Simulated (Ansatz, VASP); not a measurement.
# LiBeF3 in two plane-wave programs, part 3 of 3

Wanted: the spread between two codes on one cell, functional and k mesh. The cell is generated by rule, not measured, and may not be a known phase. The cell is taken from a series of runs on this material, whose earlier steps may have relaxed, scaled, displaced or heated it; both programs get it as it stands.

VASP 6.6.1 and Ansatz 0.2.0.

So far: Starting point; Ansatz: zone-centre phonons, PBE; VASP: zone-centre phonons, PBE.

### 3. VASP: zone-centre phonons, PBE (continued)

Level of this step: PBE; plane waves and PAW (Li_sv, Be, F); invented cell (VASP).

Numbers of over 12 decimals in the logs are rounded to 6 here.

From OUTCAR (step 3):

```text
ion  position               nearest neighbor table
   1  0.000  0.000  0.000-
   2  0.500  0.500  0.500-   3 1.75   4 1.75   5 1.75   3 1.75   4 1.75   5 1.75
   3  0.500  0.500  0.000-   2 1.75   2 1.75
   4  0.500  0.000  0.500-   2 1.75   2 1.75
   5  0.000  0.500  0.500-   2 1.75   2 1.75

  LATTYP: Found a simple cubic cell.
 ALAT       =     3.4973422640

 Subroutine GETGRP returns: Found 48 space group operations
 (whereof 48 operations were pure point group operations)

The static configuration has the point symmetry O_h .

 Found     35 irreducible k-points:

   k-points           NKPTS =     35   k-points in BZ     NKDIM =     35   number of bands    NBANDS=     19

   dimension x,y,z NGX =    32 NGY =   32 NGZ =   32
   dimension x,y,z NGXF=    64 NGYF=   64 NGZF=   64

   ENCUT  =  750.0 eV  55.12 Ry    7.42 a.u.   7.81  7.81  7.81*2*pi/ulx,y,z

   NELECT =      26.0000    total number of electrons

 k-points in reciprocal lattice and weights: Automatic mesh
   0.00000000  0.00000000  0.00000000       0.002
   0.12500000  0.00000000  0.00000000       0.012
   0.25000000  0.00000000  0.00000000       0.012
   0.37500000  0.00000000  0.00000000       0.012
   0.50000000  0.00000000  0.00000000       0.006
   0.12500000  0.12500000  0.00000000       0.023
   0.25000000  0.12500000  0.00000000       0.047
   0.37500000  0.12500000  0.00000000       0.047
   0.50000000  0.12500000  0.00000000       0.023
[...]
0.50000000  0.50000000  0.37500000       0.012
   0.50000000  0.50000000  0.50000000       0.002

 average (electrostatic) potential at core
       1 -62.1065       2 -36.7740       3 -76.6585       4 -76.6585       5 -76.6585

  Total       -0.0806170     -0.0806170     -0.0806170     -0.0000000     -0.0000000      0.0000000
  in kB       -3.0194159     -3.0194159     -3.0194159     -0.0000000     -0.0000000      0.0000000
  external PRESSURE =      -3.0194159 kB  Pullay stress =       0.0000000 kB

  energy-cutoff  :      750.00
  volume of cell :       42.78
      direct lattice vectors                 reciprocal lattice vectors
     3.497342264  0.000000000  0.000000000     0.285931409  0.000000000  0.000000000
[...]
2    -0.00000    -1.60815     0.00000
    3     0.00000     0.00000    -0.87839
 ion    5
    1    -1.60815    -0.00000     0.00000
    2     0.00000    -0.87839    -0.00000
    3     0.00000    -0.00000    -0.87839

 Eigenvectors and eigenvalues of the dynamical matrix
 ----------------------------------------------------

   1 f  =   14.614106 THz    91.823139 2PiTHz  487.474118 cm-1    60.439061 meV
             X         Y         Z           dx          dy          dz
      0.000000  0.000000  0.000000     0.046281    0.108429   -0.000000
      1.748671  1.748671  1.748671    -0.079408   -0.186039    0.000000
      1.748671  1.748671  0.000000     0.164474    0.385336   -0.000000
      1.748671  0.000000  1.748671     0.164474   -0.708911   -0.000000
      0.000000  1.748671  1.748671    -0.302587    0.385336   -0.000000

   2 f  =   14.614106 THz    91.823139 2PiTHz  487.474118 cm-1    60.439061 meV
             X         Y         Z           dx          dy          dz
      0.000000  0.000000  0.000000     0.108429   -0.046281    0.000000
      1.748671  1.748671  1.748671    -0.186039    0.079408   -0.000000
      1.748671  1.748671  0.000000     0.385336   -0.164474   -0.000000
      1.748671  0.000000  1.748671     0.385336    0.302587    0.000000
      0.000000  1.748671  1.748671    -0.708911   -0.164474    0.000000

   3 f  =   14.614106 THz    91.823139 2PiTHz  487.474118 cm-1    60.439061 meV
             X         Y         Z           dx          dy          dz
      0.000000  0.000000  0.000000     0.000000   -0.000000   -0.117893
      1.748671  1.748671  1.748671    -0.000000    0.000000    0.202277
      1.748671  1.748671  0.000000     0.000000   -0.000000    0.770788
      1.748671  0.000000  1.748671     0.000000    0.000000   -0.418970
      0.000000  1.748671  1.748671    -0.000000   -0.000000   -0.418970

   4 f  =    7.119472 THz    44.732959 2PiTHz  237.480007 cm-1    29.443755 meV
             X         Y         Z           dx          dy          dz
      0.000000  0.000000  0.000000     0.001884   -0.021249   -0.337083
      1.748671  1.748671  1.748671    -0.004917    0.055447    0.879569
      1.748671  1.748671  0.000000     0.000219   -0.002475   -0.325058
      1.748671  0.000000  1.748671     0.000219   -0.020491   -0.039256
      0.000000  1.748671  1.748671     0.001817   -0.002475   -0.039256

   5 f  =    7.119472 THz    44.732959 2PiTHz  237.480007 cm-1    29.443755 meV
             X         Y         Z           dx          dy          dz
      0.000000  0.000000  0.000000    -0.105547    0.320169   -0.020773
      1.748671  1.748671  1.748671     0.275410   -0.835434    0.054205
      1.748671  1.748671  0.000000    -0.012292    0.037286   -0.020032
      1.748671  0.000000  1.748671    -0.012292    0.308748   -0.002419
      0.000000  1.748671  1.748671    -0.101782    0.037286   -0.002419

   6 f  =    7.119472 THz    44.732959 2PiTHz  237.480007 cm-1    29.443755 meV
             X         Y         Z           dx          dy          dz
      0.000000  0.000000  0.000000     0.320837    0.105452   -0.004854
      1.748671  1.748671  1.748671    -0.837177   -0.275163    0.012666
      1.748671  1.748671  0.000000     0.037364    0.012281   -0.004681
      1.748671  0.000000  1.748671     0.037364    0.101691   -0.000565
      0.000000  1.748671  1.748671     0.309391    0.012281   -0.000565

   7 f  =    6.408991 THz    40.268878 2PiTHz  213.780929 cm-1    26.505445 meV
             X         Y         Z           dx          dy          dz
      0.000000  0.000000  0.000000    -0.000000   -0.000000    0.000000
      1.748671  1.748671  1.748671     0.000000    0.000000    0.000000
      1.748671  1.748671  0.000000     0.004925    0.042186    0.000000
      1.748671  0.000000  1.748671    -0.004925   -0.000000    0.705830
      0.000000  1.748671  1.748671     0.000000   -0.042186   -0.705830

   8 f  =    6.408991 THz    40.268878 2PiTHz  213.780929 cm-1    26.505445 meV
             X         Y         Z           dx          dy          dz
      0.000000  0.000000  0.000000     0.000000    0.000000   -0.000000
      1.748671  1.748671  1.748671    -0.000000   -0.000000    0.000000
      1.748671  1.748671  0.000000    -0.674802    0.211140    0.000000
      1.748671  0.000000  1.748671     0.674802    0.000000   -0.007911
      0.000000  1.748671  1.748671     0.000000   -0.211140    0.007911

   9 f  =    6.408991 THz    40.268878 2PiTHz  213.780929 cm-1    26.505445 meV
             X         Y         Z           dx          dy          dz
      0.000000  0.000000  0.000000     0.000000    0.000000   -0.000000
      1.748671  1.748671  1.748671    -0.000000   -0.000000   -0.000000
      1.748671  1.748671  0.000000    -0.211231   -0.673528   -0.000000
      1.748671  0.000000  1.748671     0.211231    0.000000    0.041730
      0.000000  1.748671  1.748671    -0.000000    0.673528   -0.041730

  10 f  =    0.027039 THz     0.169892 2PiTHz    0.901928 cm-1     0.111825 meV
             X         Y         Z           dx          dy          dz
      0.000000  0.000000  0.000000    -0.227475    0.203560   -0.004722
      1.748671  1.748671  1.748671    -0.261728    0.234212   -0.005432
      1.748671  1.748671  0.000000    -0.380993    0.340938   -0.007893
      1.748671  0.000000  1.748671    -0.380993    0.340311   -0.007908
      0.000000  1.748671  1.748671    -0.380293    0.340938   -0.007908

  11 f  =    0.027039 THz     0.169892 2PiTHz    0.901928 cm-1     0.111825 meV
             X         Y         Z           dx          dy          dz
      0.000000  0.000000  0.000000    -0.203568   -0.227514   -0.001292
      1.748671  1.748671  1.748671    -0.234221   -0.261772   -0.001487
      1.748671  1.748671  0.000000    -0.340951   -0.381057   -0.002161
      1.748671  0.000000  1.748671    -0.340951   -0.380357   -0.002165
      0.000000  1.748671  1.748671    -0.340324   -0.381057   -0.002165

  12 f  =    0.027039 THz     0.169892 2PiTHz    0.901928 cm-1     0.111825 meV
             X         Y         Z           dx          dy          dz
      0.000000  0.000000  0.000000    -0.004380    0.002185    0.305254
      1.748671  1.748671  1.748671    -0.005040    0.002514    0.351219
      1.748671  1.748671  0.000000    -0.007336    0.003660    0.510323
      1.748671  0.000000  1.748671    -0.007336    0.003653    0.511263
      0.000000  1.748671  1.748671    -0.007323    0.003660    0.511263

  13 f/i=    6.117307 THz    38.436173 2PiTHz  204.051394 cm-1    25.299137 meV
             X         Y         Z           dx          dy          dz
      0.000000  0.000000  0.000000    -0.095899    0.877136    0.015904
      1.748671  1.748671  1.748671    -0.026386    0.241335    0.004376
      1.748671  1.748671  0.000000     0.026940   -0.246404   -0.003573
      1.748671  0.000000  1.748671     0.026940   -0.197045   -0.004468
      0.000000  1.748671  1.748671     0.021543   -0.246404   -0.004468

  14 f/i=    6.117307 THz    38.436173 2PiTHz  204.051394 cm-1    25.299137 meV
             X         Y         Z           dx          dy          dz
      0.000000  0.000000  0.000000    -0.877268   -0.095799   -0.006284
      1.748671  1.748671  1.748671    -0.241372   -0.026358   -0.001729
      1.748671  1.748671  0.000000     0.246441    0.026912    0.001412
      1.748671  0.000000  1.748671     0.246441    0.021521    0.001765
      0.000000  1.748671  1.748671     0.197075    0.026912    0.001765

  15 f/i=    6.117307 THz    38.436173 2PiTHz  204.051394 cm-1    25.299137 meV
             X         Y         Z           dx          dy          dz
      0.000000  0.000000  0.000000     0.004519    0.016492   -0.882340
      1.748671  1.748671  1.748671     0.001243    0.004538   -0.242767
      1.748671  1.748671  0.000000    -0.001270   -0.004633    0.198214
      1.748671  0.000000  1.748671    -0.001270   -0.003705    0.247866
      0.000000  1.748671  1.748671    -0.001015   -0.004633    0.247866

 MACROSCOPIC STATIC DIELECTRIC TENSOR IONIC CONTRIBUTION
 ------------------------------------------------------
           9.920605     0.000000    -0.000000
           0.000000     9.920605     0.000000
          -0.000000     0.000000     9.920605
 ------------------------------------------------------

 ELASTIC MODULI CONTR FROM IONIC RELAXATION (kBar)
 Direction    XX          YY          ZZ          XY          YZ          ZX
 --------------------------------------------------------------------------------
 XX           0.0000      0.0000      0.0000      0.0000      0.0000      0.0000
 YY           0.0000      0.0000      0.0000      0.0000      0.0000      0.0000
 ZZ           0.0000      0.0000      0.0000      0.0000      0.0000      0.0000
 XY           0.0000      0.0000      0.0000      0.0000      0.0000      0.0000
 YZ           0.0000      0.0000      0.0000      0.0000      0.0000      0.0000
 ZX           0.0000      0.0000      0.0000      0.0000      0.0000      0.0000
 --------------------------------------------------------------------------------

 PIEZOELECTRIC TENSOR IONIC CONTR  for field in x, y, z        (C/m^2)
          XX          YY          ZZ          XY          YZ          ZX
  --------------------------------------------------------------------------------
  x     0.00000     0.00000     0.00000     0.00000     0.00000     0.00000
  y     0.00000     0.00000     0.00000     0.00000     0.00000     0.00000
  z     0.00000     0.00000     0.00000     0.00000     0.00000     0.00000
```

### 4. Comparison

Known differences besides the potentials themselves: fixed occupations in Ansatz, narrow Gaussian smearing in VASP; the cutoff is 420 eV in Ansatz and 750 eV in VASP. Total energies have different zeros and are not compared.

Both answers:

| quantity | Ansatz | VASP | difference |
| --- | --- | --- | --- |
| ε∞ xx | 2.17 | 2.16 | +0.36 % |
| ε∞ yy | 2.17 | 2.16 | +0.36 % |
| ε∞ zz | 2.17 | 2.16 | +0.36 % |
| Born charge of Li1 (mean of the diagonal) (e) | 1.19 | 1.19 | 0.00 |
| Born charge of Be2 (mean of the diagonal) (e) | 2.19 | 2.18 | +0.01 |
| Born charge of F3 (mean of the diagonal) (e) | -1.12 | -1.12 | 0.00 |
| optical mode 1 to 3 (imaginary, printed as negative) (cm⁻¹) | -208.5 | -204.1 | -4.4 |
| optical mode 4 to 6 (cm⁻¹) | 207.7 | 213.8 | -2.84 % |
| optical mode 7 to 9 (cm⁻¹) | 212.5 | 237.5 | -10.53 % |
| optical mode 10 to 12 (cm⁻¹) | 485.9 | 487.5 | -0.33 % |

Modes are paired by rising frequency, not by their patterns, so a pair may set unlike modes beside each other; they are those without the splitting of longitudinal modes.

### 5. Outcome

```json
{
 "r.m.s. difference of the optical zone-centre modes, each program's sorted by frequency (zone-centre phonons, PBE)": "13 cm⁻¹",
 "difference in optical mode 7 to 9 (zone-centre phonons, PBE)": "-10.5 %"
}
```

**Reading.** The r.m.s. difference of the optical zone-centre modes, each program's sorted by frequency is 13 cm⁻¹ (zone-centre phonons, PBE). Among the rows given in per cent, the largest difference of the zone-centre phonons, PBE pair is in optical mode 7 to 9, -10.5 %. What causes the difference of the zone-centre phonons, PBE pair stays open here. How closely two codes agree says nothing of how well the functional describes the real material.

[Lines on the potential files, build, host, timing and source positions are cut from VASP's logs without a mark.]

[Logs are printed without paths, hosts, clocks, repeated set-up lines and the standing remarks that a program may print on its own settings, such as how far it seeks lower states.]

[Hosts, paths, dates, database ids (printed as entryN), source tags and the programs' standing remarks are cut or masked in the printed files.]
